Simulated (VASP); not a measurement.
Consider the following.

```
Ca2BrH3
1.0
    3.89406     0.00000     0.00000
   -1.94703     3.37235     0.00000
    0.00000     0.00000     6.83766
Ca H Br
2 3 1
Cartesian
  1.94703   1.12412   1.26887
  0.00000   2.24824   5.56879
  1.94703   1.12412   5.81509
  0.00000   2.24824   1.02256
  0.00000   0.00000   0.00000
  0.00000   0.00000   3.41883
```

Method: r2SCAN meta-GGA, VASP's PBE PAW potentials (set 64) (plane waves; VASP). Run with 400 eV cut-off, 7×7×4 Γ-centred mesh, tetrahedra with Blöchl corrections, potentials Ca_sv H Br.

The cores are frozen, which limits the accuracy of field gradients.

Question: Give the principal components of the electric field gradient (V/Å²) and the asymmetry η at each nucleus.

Answer: 
| atom | Vxx | Vyy | Vzz | η |
|---|---|---|---|---|
| Ca1 | -8.6 | -8.6 | 17.1 | 0.00 |
| Ca2 | -8.6 | -8.6 | 17.1 | 0.00 |
| H3 | 0.5 | 0.5 | -1.0 | 0.00 |
| H4 | 0.5 | 0.5 | -1.0 | 0.00 |
| H5 | 0.1 | 0.1 | -0.3 | - |
| Br6 | -24.5 | -24.5 | 48.9 | 0.00 |

The structure comes from a computed database's Ca2H3Br entry (P-3m1); how it stands against other phases isn't given here. It was relaxed first.
